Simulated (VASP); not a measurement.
Computed with vdW-DF2, VASP's PBE PAW potentials (set 64) (plane waves; VASP).

A VASP calculation is set up with these files.

KPOINTS:
```
Regular mesh
0
gamma
  9 9 9
0 0 0
```

### INCAR
```
SYSTEM = InSb
PREC = Accurate
ENCUT = 520
EDIFF = 1E-7
NELM = 100
ALGO = Normal
LREAL = .FALSE.
LASPH = .TRUE.
ISMEAR = 1
SIGMA = 0.1
GGA = ML
ZAB_VDW = -1.8867
LUSE_VDW = .TRUE.
AGGAC = 0.0
LMAXMIX = 4
LWAVE = .FALSE.
LCHARG = .FALSE.
ISIF = 2
```

File POSCAR:
```
InSb
4.8368980
  0.0000000000   0.7071067881   0.7071067881
  0.7071067881   0.0000000000   0.7071067881
  0.7071067881   0.7071067881   0.0000000000
In Sb
1 1
Direct
  0.0000000000   0.0000000000   1.0000000000
  0.2500000000   0.2500000000   0.2500000000
```

POTCAR, in this order: In_d Sb (PBE.64 set). Program: vasp_std.

Unless said otherwise, spin-orbit coupling is left out, though it shifts the bands of the heavy elements here.

**Question.** Predict the energy per atom (σ→0), band gap (on the k-mesh).

**Answer.** 
```json
{
  "energy per atom (σ→0)": "-0.637 eV/atom",
  "band gap (on the k-mesh)": "none (metal, semimetal or under 0.01 eV)"
}
```

**OSZICAR**
```
...
DAV:   9    -0.127387939023E+01   -0.73962E-04   -0.13061E-03  1060   0.377E-01    0.713E-02
DAV:  10    -0.127388430999E+01   -0.49198E-05   -0.44940E-05  1276   0.568E-02    0.361E-02
DAV:  11    -0.127388807265E+01   -0.37627E-05   -0.22154E-05  1035   0.630E-02    0.203E-02
DAV:  12    -0.127388928228E+01   -0.12096E-05   -0.13653E-06  1065   0.850E-03    0.596E-03
DAV:  13    -0.127388907238E+01    0.20990E-06   -0.41726E-07   965   0.752E-03    0.214E-03
DAV:  14    -0.127388890481E+01    0.16758E-06   -0.20314E-08   575   0.118E-03    0.598E-04
DAV:  15    -0.127388888705E+01    0.17754E-07   -0.54687E-09   470   0.665E-04
   1 F= -.12738889E+01 E0= -.12740360E+01  d E =0.441382E-03
```

The compound is InSb in the zinc blende structure. It was relaxed first, which changed the volume by +18 %.
